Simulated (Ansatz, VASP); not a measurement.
**Cross-check of Zr3SbC (Zr3SbC antiperovskite) between VASP and Ansatz**

One calculation is typed for both programs; each brings its own data sets. How far apart do they land? The cell is generated by rule, not measured, and may not be a known phase. The cell is taken from a series of runs on this material, whose earlier steps may have relaxed, scaled, displaced or heated it; both programs get it as it stands.

Main program and level: Ansatz 0.2.0; plane waves, with VASP 6.6.1 beside it; relaxation of cell and atoms at PBE.

The structure was built from a prototype and need not be the compound's stable phase.

### 1. Starting point

The structure is cubic, space group Pm-3m (No. 221). The conventional cell has a = 4.567 Å, b = 4.567 Å, c = 4.567 Å, α = 90.00°, β = 90.00°, γ = 90.00°. Sb has 12 Zr at 3.23 Å nearest. Nearest to Zr lie 2 C at 2.28 Å and 4 Sb at 3.23 Å and 8 Zr at 3.23 Å. Nearest to C lie 6 Zr at 2.28 Å. Farther neighbours are not listed.

As a file:

```xyz
5
Lattice="4.5672 0.0000 0.0000 0.0000 4.5672 0.0000 0.0000 0.0000 4.5672" Properties=species:S:1:pos:R:3 pbc="T T T"
Sb    0.0000    0.0000    0.0000
Zr    2.2836    2.2836    0.0000
Zr    2.2836    0.0000    2.2836
Zr    0.0000    2.2836    2.2836
C     2.2836    2.2836    2.2836
```

### 2. VASP: relaxation of cell and atoms, PBE

The relaxed volume is the usual yardstick between codes: in a stiff, nearly cubic crystal its relative difference is about their pressure difference at one cell divided by the bulk modulus.

Lines of VASP's logs that name or quote its potential files are left out, and so is its time.

File INCAR:

```
SYSTEM = Zr3SbC
PREC = Accurate
ENCUT = 600
EDIFF = 1E-07
NELM = 120
ISMEAR = 0
SIGMA = 0.1
LREAL = .FALSE.
ALGO = Normal
GGA = PE
NBANDS = 28
LASPH = .TRUE.
LORBIT = 11
LWAVE = .FALSE.
LCHARG = .FALSE.
ISIF = 3
IBRION = 2
NSW = 80
EDIFFG = -0.005
GGA_COMPAT = .FALSE.
NELMIN = 4
KPAR = 2
```

File POSCAR:

```
Zr3SbC
1.0
    4.5672230000      0.0000000000      0.0000000000
    0.0000000000      4.5672230000      0.0000000000
    0.0000000000      0.0000000000      4.5672230000
Sb Zr C
1 3 1
Direct
    0.0000000000      0.0000000000      0.0000000000
    0.4999998905      0.4999998905      0.0000000000
    0.4999998905      0.0000000000      0.4999998905
    0.0000000000      0.4999998905      0.4999998905
    0.4999998905      0.4999998905      0.4999998905
```

File KPOINTS:

```
Automatic mesh
0
Gamma
6 6 6
0 0 0
```

PAW data sets: Sb, Zr_sv and C (PBE family, release 64).

Command:

```console
$ mpirun -np 2 vasp_std
```

Numbers of over 12 decimals in the logs are rounded to 6 here.

The log of the run:

```text
[banner, memory and clock lines left out]
running    2 mpi-ranks, on    1 nodes
 distrk:  each k-point on    1 cores,    2 groups
 distr:  one band on    1 cores,    1 groups

 POSCAR found type information on POSCAR SbZrC
 POSCAR found :  3 types and       5 ions
 LDA part: xc-table for (Slater+PW92), standard interpolation
 POSCAR, INCAR and KPOINTS ok, starting setup
 FFT: planning ... GRIDC
 FFT: planning ... GRID_SOFT
 FFT: planning ... GRID
 WAVECAR not read
 entering main loop
       N       E                     dE             d eps       ncg     rms          rms(c)
DAV:   1     0.469228225148E+03    0.46923E+03   -0.24084E+04  1120   0.170E+03
DAV:   2    -0.387384744835E+01   -0.47310E+03   -0.46086E+03  1296   0.455E+02
DAV:   3    -0.447695696544E+02   -0.40896E+02   -0.39968E+02  1848   0.107E+02
DAV:   4    -0.479403942427E+02   -0.31708E+01   -0.31498E+01  1616   0.285E+01
DAV:   5    -0.481649392428E+02   -0.22455E+00   -0.22437E+00  1748   0.633E+00    0.271E+01
DAV:   6    -0.414695558301E+02    0.66954E+01   -0.45489E+01  1328   0.247E+01    0.104E+01
DAV:   7    -0.414409984076E+02    0.28557E-01   -0.37407E+00  1528   0.699E+00    0.557E+00
DAV:   8    -0.414152233308E+02    0.25775E-01   -0.38333E-01  1416   0.292E+00    0.117E+00
DAV:   9    -0.414119077854E+02    0.33155E-02   -0.10623E-01  1608   0.128E+00    0.537E-01
DAV:  10    -0.414106510529E+02    0.12567E-02   -0.38170E-02  1336   0.845E-01    0.190E-01
DAV:  11    -0.414098528055E+02    0.79825E-03   -0.46286E-03  1428   0.295E-01    0.481E-02
DAV:  12    -0.414098973763E+02   -0.44571E-04   -0.43628E-04  1512   0.927E-02    0.294E-02
DAV:  13    -0.414098911202E+02    0.62561E-05   -0.15114E-04  1472   0.407E-02    0.135E-02
DAV:  14    -0.414098874549E+02    0.36654E-05   -0.21441E-05  1364   0.205E-02    0.129E-03
DAV:  15    -0.414098873985E+02    0.56340E-07   -0.18362E-06  1360   0.559E-03    0.118E-03
DAV:  16    -0.414098873498E+02    0.48673E-07   -0.99145E-08   864   0.163E-03
   1 F= -.41409887E+02 E0= -.41390534E+02  d E =-.414099E+02
 curvature:   0.00 expect dE= 0.000E+00 dE for cont linesearch  0.000E+00
 trial: gam= 0.00000 g(F)=  0.000E+00 g(S)=  0.189E-03 ort = 0.000E+00 (trialstep = 0.100E+01)
 search vector abs. value=  0.189E-03
 bond charge predicted
       N       E                     dE             d eps       ncg     rms          rms(c)
DAV:   1    -0.414113641822E+02   -0.14768E-02   -0.54559E-02  1140   0.192E+00    0.421E-01
DAV:   2    -0.414101747819E+02    0.11894E-02   -0.52663E-03  1520   0.538E-01    0.142E-01
DAV:   3    -0.414098300980E+02    0.34468E-03   -0.14415E-03  1696   0.242E-01    0.629E-02
DAV:   4    -0.414098469640E+02   -0.16866E-04   -0.15139E-04  1712   0.506E-02    0.319E-02
DAV:   5    -0.414098553553E+02   -0.83913E-05   -0.30333E-05  1744   0.214E-02    0.173E-02
DAV:   6    -0.414098587132E+02   -0.33579E-05   -0.17994E-05  1964   0.197E-02    0.102E-02
DAV:   7    -0.414098575327E+02    0.11805E-05   -0.28222E-06  1596   0.801E-03    0.134E-03
DAV:   8    -0.414098572746E+02    0.25806E-06   -0.35657E-07  1216   0.308E-03    0.127E-03
DAV:   9    -0.414098570122E+02    0.26240E-06   -0.83267E-08   740   0.209E-03    0.203E-04
DAV:  10    -0.414098570568E+02   -0.44536E-07   -0.24215E-08   732   0.110E-03
   2 F= -.41409857E+02 E0= -.41390463E+02  d E =0.302931E-04
 trial-energy change:    0.000030  1 .order    0.000026   -0.000189    0.000241
 step:   0.4246(harm=  0.4403)  dis= 0.00000  next Energy=   -41.409927 (dE=-0.399E-04)
 bond charge predicted
       N       E                     dE             d eps       ncg     rms          rms(c)
DAV:   1    -0.414104219610E+02   -0.56495E-03   -0.18084E-02  1132   0.110E+00    0.243E-01
DAV:   2    -0.414100165172E+02    0.40544E-03   -0.17356E-03  1484   0.309E-01    0.816E-02
DAV:   3    -0.414099001202E+02    0.11640E-03   -0.48069E-04  1680   0.140E-01    0.367E-02
DAV:   4    -0.414099113860E+02   -0.11266E-04   -0.49927E-05  1696   0.293E-02    0.182E-02
DAV:   5    -0.414099191401E+02   -0.77541E-05   -0.10230E-05  1732   0.126E-02    0.984E-03
DAV:   6    -0.414099246508E+02   -0.55107E-05   -0.57594E-06  1960   0.111E-02    0.585E-03
DAV:   7    -0.414099267460E+02   -0.20952E-05   -0.88638E-07  1464   0.457E-03    0.743E-04
DAV:   8    -0.414099269709E+02   -0.22486E-06   -0.97687E-08   748   0.189E-03    0.685E-04
DAV:   9    -0.414099271353E+02   -0.16436E-06   -0.44888E-08   692   0.153E-03    0.416E-04
DAV:  10    -0.414099270806E+02    0.54702E-07   -0.15091E-08   676   0.843E-04
   3 F= -.41409927E+02 E0= -.41390556E+02  d E =-.397307E-04
 curvature:  -0.22 expect dE=-0.338E-07 dE for cont linesearch -0.338E-07
 trial: gam=-0.02768 g(F)=  0.806E-48 g(S)=  0.154E-06 ort = 0.540E-05 (trialstep = 0.885E+00)
 search vector abs. value=  0.225E-09
 reached required accuracy - stopping structural energy minimisation
```

Parts of OUTCAR (step 2):

```text
ion  position               nearest neighbor table
   1  0.000  0.000  0.000-   2 3.23   3 3.23   4 3.23   3 3.23   4 3.23   2 3.23   4 3.23   2 3.23
                             3 3.23   4 3.23   3 3.23   2 3.23
   2  0.500  0.500  0.000-   5 2.28   5 2.28   4 3.23   1 3.23   3 3.23   4 3.23   1 3.23   3 3.23
                             3 3.23   4 3.23   1 3.23   4 3.23   3 3.23   1 3.23
   3  0.500  0.000  0.500-   5 2.28   5 2.28   4 3.23   1 3.23   2 3.23   4 3.23   1 3.23   2 3.23
                             2 3.23   4 3.23   1 3.23   1 3.23   4 3.23   2 3.23
   4  0.000  0.500  0.500-   5 2.28   5 2.28   3 3.23   1 3.23   2 3.23   3 3.23   1 3.23   2 3.23
                             2 3.23   3 3.23   1 3.23   1 3.23   3 3.23   2 3.23
   5  0.500  0.500  0.500-   2 2.28   3 2.28   4 2.28   4 2.28   3 2.28   2 2.28

  LATTYP: Found a simple cubic cell.
 ALAT       =     4.5672230000

 Subroutine GETGRP returns: Found 48 space group operations
 (whereof 48 operations were pure point group operations)

The static configuration has the point symmetry O_h .

 Found     20 irreducible k-points:

   k-points           NKPTS =     20   k-points in BZ     NKDIM =     20   number of bands    NBANDS=     28

   dimension x,y,z NGX =    36 NGY =   36 NGZ =   36
   dimension x,y,z NGXF=    72 NGYF=   72 NGZF=   72

   ENCUT  =  600.0 eV  44.10 Ry    6.64 a.u.   9.12  9.12  9.12*2*pi/ulx,y,z

   NELECT =      45.0000    total number of electrons

 k-points in reciprocal lattice and weights: Automatic mesh
   0.00000000  0.00000000  0.00000000       0.005
   0.16666667  0.00000000  0.00000000       0.028
   0.33333333  0.00000000  0.00000000       0.028
   0.50000000  0.00000000  0.00000000       0.014
   0.16666667  0.16666667  0.00000000       0.056
   0.33333333  0.16666667  0.00000000       0.111
   0.50000000  0.16666667  0.00000000       0.056
   0.33333333  0.33333333  0.00000000       0.056
   0.50000000  0.33333333  0.00000000       0.056
[...]
0.50000000  0.50000000  0.33333333       0.028
   0.50000000  0.50000000  0.50000000       0.005

 average (electrostatic) potential at core
       1 -83.0862       2 -73.7214       3 -73.7214       4 -73.7214       5 -44.2853

 E-fermi :  10.1740

 k-point     1 :       0.0000    0.0000    0.0000
  band No.  band energies     occupation
    ...
     21       8.0496      2.00000
     22       8.0496      2.00000
     23       9.6534      2.00000
     24       9.6534      2.00000
     25       9.6534      2.00000
     26      11.1557      0.00000
     27      11.6664      0.00000
     28      11.6664      0.00000

 k-point     2 :       0.1667    0.0000    0.0000
  band No.  band energies     occupation
    ...
     21       8.1358      2.00000
     22       8.1508      2.00000
     23       8.9285      2.00000
     24      10.1388      1.38194
     25      10.1388      1.38194
     26      11.4000      0.00000
     27      11.9234      0.00000
     28      12.0422      0.00000

 k-point     3 :       0.3333    0.0000    0.0000
  band No.  band energies     occupation
    ...
     19       7.8014      2.00000
     20       7.8014      2.00000
     21       8.3983      2.00000
     22       8.5795      2.00000
     23       9.5746      2.00000
     24      10.8564      0.00000
     25      10.9776      0.00000
     26      10.9776      0.00000
     27      11.9093      0.00000
     28      12.6622      0.00000

  Total        0.0023048      0.0023048      0.0023048      0.0000000      0.0000000     -0.0000000
  in kB        0.0387224      0.0387224      0.0387224      0.0000000      0.0000000     -0.0000000
  external PRESSURE =       0.0387224 kB  Pullay stress =       0.0000000 kB

  energy-cutoff  :      600.00
  volume of cell :       95.36
      direct lattice vectors                 reciprocal lattice vectors
     4.568736910  0.000000000  0.000000000     0.218878876 -0.000000000  0.000000000
     0.000000000  4.568736910  0.000000000    -0.000000000  0.218878876  0.000000000
    -0.000000000 -0.000000000  4.568736910    -0.000000000 -0.000000000  0.218878876

 POSITION                                       TOTAL-FORCE (eV/Angst)
 -----------------------------------------------------------------------------------
      0.00000      0.00000      0.00000         0.000000      0.000000      0.000000
      2.28437      2.28437      0.00000         0.000000      0.000000      0.000000
      2.28437     -0.00000      2.28437        -0.000000     -0.000000      0.000000
     -0.00000      2.28437      2.28437        -0.000000     -0.000000      0.000000
      2.28437      2.28437      2.28437         0.000000      0.000000      0.000000
 -----------------------------------------------------------------------------------
    total drift:                                0.002062      0.002062      0.002062

  FREE ENERGIE OF THE ION-ELECTRON SYSTEM (eV)
  ---------------------------------------------------
  free  energy   TOTEN  =       -41.4099270806 eV

  energy  without entropy=      -41.3711849074  energy(sigma->0) =      -41.39055599

 reached required accuracy - stopping structural energy minimisation

 total charge
# of ion       s       p       d       tot
------------------------------------------
    1        1.081   1.307   0.055   2.443
    2        2.162   5.986   1.719   9.867
    3        2.162   5.986   1.719   9.867
    4        2.162   5.986   1.719   9.867
    5        0.891   1.504   0.000   2.395
--------------------------------------------------
tot          8.457  20.770   5.213  34.439

[... 3 further parts left out ...]
```

[end of part 1 of 2]

[Lines on the potential files, build, host, timing and source positions are cut from VASP's logs without a mark.]

[Logs are printed without paths, hosts, clocks, repeated set-up lines and the standing remarks that a program may print on its own settings, such as how far it seeks lower states.]

[Hosts, paths, dates, database ids (printed as entryN), source tags and the programs' standing remarks are cut or masked in the printed files.]
